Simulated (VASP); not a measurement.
# SrWO4 (I4_1/a) in VASP: single point with LDA

Aim: the single point of SrWO4 with LDA.

Program: VASP 6.6.1. These are calculated values, not measurements. Logs are shortened: lines on timing, memory, paths and dates and some standing lists are left out, and cuts for length are marked.

**The experiment to reproduce.**

“Optical absorption of divalent metal tungstates: Correlation between the band-gap energy and the cation ionic radius”, 2008, arxiv:0807.2115 reports, for a bulk crystal of SrWO4 at 300 K: band gap 5.08 eV (optical).

How close the calculation comes is told below.

**1. Starting point**

The structure is tetragonal, space group I4_1/a (No. 88). Conventional cell: a = 5.339 Å, b = 5.339 Å, c = 11.578 Å, α = 90.00°, β = 90.00°, γ = 90.00°. Sr (site symmetry -4) is surrounded by 8 O at 2.51 to 2.55 Å. W (site symmetry -4) is surrounded by 4 O at 1.78 Å. O (site symmetry 1) has 1 W at 1.78 Å as nearest neighbours.

**2. Single point, LDA**

Contents of INCAR:

```
  ALGO = Normal
  EDIFF = 1E-6
  ENCUT = 520
  GGA = CA
  ISIF = 2
  ISMEAR = 0
  LASPH = T
  LCHARG = F
  LREAL = F
  LWAVE = F
  NBANDS = 60
  NELM = 80
  PREC = Accurate
  SIGMA = 0.01
```

Contents of KPOINTS:

```
k-points
0
Gamma
  6 6 6
```

Contents of POSCAR:

```
SrWO4
1.0
   -2.6692575241      2.6692575241      5.7887769199
    2.6692575241     -2.6692575241      5.7887769199
    2.6692575241      2.6692575241     -5.7887769199
Sr W O
2 2 8
Direct
    0.7500000000      0.2500000000      0.5000000000
    0.0000000000      0.0000000000      0.0000000000
    0.2500000000      0.7500000000      0.5000000000
    0.5000000000      0.5000000000      0.0000000000
    0.0150442566      0.8990755303      0.5843774143
    0.6490755303      0.5646981160      0.3840312737
    0.3146981160      0.4306668423      0.4156225857
    0.1806668423      0.2650442566      0.6159687263
    0.7349557434      0.3509244697      0.9156225857
    0.1009244697      0.6853018840      0.1159687263
    0.4353018840      0.8193331577      0.0843774143
    0.5693331577      0.9849557434      0.8840312737
```

Potentials or basis: VASP PAW LDA potentials, release 64 (Sr_sv, W_sv, O).

Launch:

```
> cat potpaw_LDA.64/Sr_sv/POTCAR potpaw_LDA.64/W_sv/POTCAR potpaw_LDA.64/O/POTCAR > POTCAR
> mpirun -np 1 vasp_std > vasp.out
```

OUTCAR:

```text
EDIFF = 1E-6
   ENCUT = 520
   GGA = CA
   ISIF = 2
   ISMEAR = 0
   LASPH = T
   LREAL = F
   NELM = 80
   PREC = Accurate

 ion  position               nearest neighbor table
   1  0.750  0.250  0.500-   6 2.51   8 2.51   9 2.51  11 2.51   5 2.55  10 2.55   7 2.55  12 2.55
                             3 3.77   3 3.77   3 3.77   3 3.77   2 3.94   4 3.94   2 3.94   4 3.94
   2  0.000  0.000  0.000-   5 2.51   7 2.51  10 2.51  12 2.51   8 2.55  11 2.55   9 2.55   6 2.55
                             4 3.77   4 3.77   4 3.77   4 3.77   1 3.94   3 3.94   1 3.94   3 3.94
   3  0.250  0.750  0.500-   5 1.78   7 1.78  12 1.78  10 1.78   1 3.77   1 3.77   1 3.77   1 3.77
                             2 3.94   2 3.94   2 3.94   2 3.94
   4  0.500  0.500  0.000-   8 1.78   9 1.78  11 1.78   6 1.78   2 3.77   2 3.77   2 3.77   2 3.77
                             1 3.94   1 3.94   1 3.94   1 3.94
   5  0.015  0.899  0.584-   3 1.78   2 2.51   1 2.55
   6  0.649  0.565  0.384-   4 1.78   1 2.51   2 2.55
   7  0.315  0.431  0.416-   3 1.78   2 2.51   1 2.55
   8  0.181  0.265  0.616-   4 1.78   1 2.51   2 2.55
   9  0.735  0.351  0.916-   4 1.78   1 2.51   2 2.55
  10  0.101  0.685  0.116-   3 1.78   2 2.51   1 2.55
  11  0.435  0.819  0.084-   4 1.78   1 2.51   2 2.55
  12  0.569  0.985  0.884-   3 1.78   2 2.51   1 2.55

  LATTYP: Found a body centered tetragonal cell.
 ALAT       =     5.3385150482
 C/A-ratio  =     2.1686843130

  Lattice vectors:

 A1 = (  -2.6692575241,   2.6692575241,   5.7887769199)
 A2 = (   2.6692575241,  -2.6692575241,   5.7887769199)
 A3 = (   2.6692575241,   2.6692575241,  -5.7887769199)

Analysis of symmetry for initial positions (statically):
=====================================================================
 Subroutine PRICEL returns:
 Original cell was already a primitive cell.

 Routine SETGRP: Setting up the symmetry group for a
 body centered tetragonal supercell.

 Subroutine GETGRP returns: Found  8 space group operations
 (whereof  4 operations were pure point group operations)
 out of a pool of 16 trial point group operations.

The static configuration has the point symmetry S_4 .
 The point group associated with its full space group is C_4h.

Analysis of symmetry for dynamics (positions and initial velocities):
=====================================================================
 Subroutine PRICEL returns:
 Original cell was already a primitive cell.

 Routine SETGRP: Setting up the symmetry group for a
[... 141 lines left out ...]
   EFERMI =   0.00;   METHOD = LEGACY
   ISMEAR =     0;   SIGMA  =   0.01  broadening in eV -4-tet -1-fermi 0-gaus
   EFERMI_NEDOS =   21; number of points for ismear=-14 and -15
   IALGO  =     38    algorithm
   IMIX   =      4    mixing-type and parameters
     AMIX     =   0.40;   BMIX     =  1.00
     AMIX_MAG =   1.60;   BMIX_MAG =  1.00
  volume/ion in A,a.u.               =      13.75        92.78
  Fermi-wavevector in a.u.,A,eV,Ry     =   1.366751  2.582784 25.415787  1.868008
  Thomas-Fermi vector in A             =   2.492864
   LORBIT       =      0    0 simple, 1 ext, 2 COOP (PROOUT), +10 PAW based schemes
   GGA     = CA    functional components
   LHFCALC =     F    Hartree Fock is set to
   AEXX    =    0.0000 exact exchange contribution
   IVDW    =     0    specifies the selected vdW correction
   LEPSILON=     F    determine dielectric tensor
   LRPA    =     F    only Hartree local field effects (RPA)
 non-spin polarized calculation
 Gauss-broadening in eV      SIGMA  =   0.01
  energy-cutoff  :      520.00
  volume of cell :      164.98
 maximum number of plane-waves:      4482
 NGX is ok and might be reduce to    54
   NGX = 25   NGY = 25   NGZ = 25

 number of electron      96.0000001 magnetization

 Free energy of the ion-electron system (eV)
  ---------------------------------------------------
  ext. energy  EPLUGINS =         0.00000000
  ---------------------------------------------------
  free energy    TOTEN  =      -109.66012257 eV

  energy without entropy =     -109.66012257  energy(sigma->0) =     -109.66012257

 E-fermi :   1.7061     XC(G=0): -10.9598

 val. band max:        1.5845788052   @ k =   0.0000   0.0000   0.0000
 cond. band min:       5.9853281258   @ k =   0.0000   0.0000   0.0000
 fundamental gap:      4.4007493207
 Fermi energy:         1.7060967580

 k-point     1 :       0.0000    0.0000    0.0000
  band No.  band energies     occupation
      1     -71.3813      2.00000
      2     -71.3807      2.00000
      3     -36.1021      2.00000
      4     -36.1021      2.00000
      5     -36.0961      2.00000
      6     -36.0961      2.00000
[... 1501 lines left out ...]
     59       9.3616      0.00000
     60       9.5444      0.00000

 [... further k-points ...]

------------------------ aborting loop because EDIFF is reached ----------------------------------------

  FORCE on cell =-STRESS in cart. coord.  units (eV):
  Direction    XX          YY          ZZ          XY          YZ          ZX
  --------------------------------------------------------------------------------------
  -------------------------------------------------------------------------------------
  Total        2.8857154      2.8857154      2.5807415     -0.0000000     -0.0000000      0.0000000
  in kB       28.0244004     28.0244004     25.0626694     -0.0000003     -0.0000000      0.0000000
  external PRESSURE =      27.0371567 kB  Pullay stress =       0.0000000 kB

 VOLUME and BASIS-vectors are now :
 -----------------------------------------------------------------------------
  energy-cutoff  :      520.00
  volume of cell :      164.98
      direct lattice vectors                 reciprocal lattice vectors
    -2.669257524  2.669257524  5.788776920     0.000000000  0.187318007  0.086374031
     2.669257524 -2.669257524  5.788776920     0.187318007  0.000000000  0.086374031
     2.669257524  2.669257524 -5.788776920     0.187318007  0.187318007  0.000000000

 POSITION                                       TOTAL-FORCE (eV/Angst)
 -----------------------------------------------------------------------------------
      0.00000      2.66926      2.89439        -0.000000      0.000000      0.000000
      0.00000      0.00000      0.00000        -0.000000      0.000000      0.000000
      2.66926      0.00000      2.89439        -0.000000      0.000000      0.000000
      0.00000      0.00000      5.78878        -0.000000      0.000000      0.000000
      3.91956     -0.79985      1.90881         0.341990     -0.227734     -0.278346
      0.79985      1.25030      4.80319         0.227734      0.341990     -0.278346
      1.41895      0.79985      1.90881        -0.341990      0.227734     -0.278346
      1.86940      1.41895     -0.98558        -0.227734     -0.341990     -0.278346
      1.41895      3.46911      0.98558        -0.341990      0.227734      0.278346
      1.86940     -1.25030      3.87997        -0.227734     -0.341990      0.278346
      1.25030     -0.79985      6.77436         0.341990     -0.227734      0.278346
      3.46911      1.25030      3.87997         0.227734      0.341990      0.278346
 -----------------------------------------------------------------------------------
    total drift:                                0.000000      0.000000      0.000000

  FREE ENERGIE OF THE ION-ELECTRON SYSTEM (eV)
  ---------------------------------------------------
  free  energy   TOTEN  =      -109.6601225662 eV

  energy  without entropy=     -109.6601225662  energy(sigma->0) =     -109.66012257
```

stdout:

```text
POSCAR found type information on POSCAR SrW O
 POSCAR found :  3 types and      12 ions
 scaLAPACK will be used
 LDA part: xc-table for (Slater(with rela. corr.)+CA(PZ))
 , standard interpolation
 POSCAR, INCAR and KPOINTS ok, starting setup
 FFT: planning ... GRIDC
 FFT: planning ... GRID_SOFT
 FFT: planning ... GRID
 WAVECAR not read
 entering main loop
```

Wall time 29 min (1 thread of AMD EPYC, shared host); peak memory 0.45 GiB.

Results:

* Free energy: -109.6601 eV
* Pressure: 2.7 GPa
* Largest force: 0.496 eV/Å
* Band gap on the k mesh: 4.40 eV, direct

Forces in eV/Å, atoms in the order of the input:
```
Sr   0.000  0.000  0.000
Sr   0.000  0.000  0.000
W    0.000  0.000  0.000
W    0.000  0.000  0.000
O    0.342 -0.228 -0.278
O    0.228  0.342 -0.278
O   -0.342  0.228 -0.278
O   -0.228 -0.342 -0.278
O   -0.342  0.228  0.278
O   -0.228 -0.342  0.278
O    0.342 -0.228  0.278
O    0.228  0.342  0.278
```

Stress tensor (GPa, compression positive):
```
2.80 0.00 0.00
0.00 2.80 0.00
0.00 0.00 2.51
```

Caveat: spin-orbit coupling is left out, which moves the levels of the heavy elements.

**3. Against experiment**

Step 2. Against the measured gap of SrWO4, 5.08 eV (optical; 300 K; “Optical absorption of divalent metal tungstates: Correlation between the band-gap energy and the cation ionic radius”, 2008, arxiv:0807.2115), the calculated 4.40 eV is off by -0.68 eV. 2 values of this kind are on record (4.9 to 5.08 eV); this one was drawn at random. Spin-orbit coupling on Sr, W is left out. The value is that of LDA on a finite k mesh, which can miss the band edges, without temperature or zero-point motion. Semilocal functionals fall short of measured gaps as a rule.
